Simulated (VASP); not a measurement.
Input of a VASP 6.6.1 run:

File INCAR:

```
SYSTEM = TiAl2B2
PREC = Accurate
ENCUT = 520
EDIFF = 1E-6
ISMEAR = 0
SIGMA = 0.05
LREAL = .False.
LASPH = .True.
NELM = 100
ALGO = Normal
ISIF = 2
LWAVE = .False.
LCHARG = .False.
LDIPOL = .True.
IDIPOL = 3
DIPOL = 0.5 0.5 0.288
GGA = PE
IVDW = 13
IBRION = 2
NSW = 40
EDIFFG = -0.02
```

KPOINTS

```
regular mesh
0
Gamma
  8 8 1
  0 0 0
```

The input POSCAR:

```
TiAl2B2
1.0
    3.8713400000      0.0000000000      0.0000000000
   -1.9356700000      3.3526800000      0.0000000000
    0.0000000000      0.0000000000     31.0880000000
Ti Al B
1 2 2
Selective dynamics
Direct
    0.0000000000      0.0000000000      0.2759400000  F F F
    0.3333300000      0.6666700000      0.3344400000  T T T
    0.6666700000      0.3333300000      0.3344400000  T T T
    0.3333300000      0.6666700000      0.2477700000  T T T
    0.6666700000      0.3333300000      0.2477700000  T T T
```

Potentials or basis: VASP PAW PBE potentials, release 64 (Ti_sv, Al, B).

Launch:

```console
$ cat potpaw_PBE.64/Ti_sv/POTCAR potpaw_PBE.64/Al/POTCAR potpaw_PBE.64/B/POTCAR > POTCAR
$ mpirun -np 1 vasp_std > vasp.out
```

Question: Estimate the energy gained by relaxing.

Answer: 0.8 meV/atom.

Question: What does it give for the dispersion energy per atom?

Answer: -0.185 eV.

Step by step:
```csv
step,energy change (eV),largest force (eV/Å),pressure (GPa)
1,0.0000,0.0795,-0.31
2,-0.0010,0.0652,-0.28
3,-0.0031,0.0502,-0.18
4,-0.0023,0.1351,-0.02
5,-0.0038,0.0849,-0.12
6,-0.0038,0.0905,-0.11
7,-0.0040,0.0666,-0.10
8,-0.0040,0.0602,-0.10
9,-0.0040,0.0561,-0.10
10,-0.0041,0.0456,-0.09
11,-0.0041,0.0138,-0.09
```
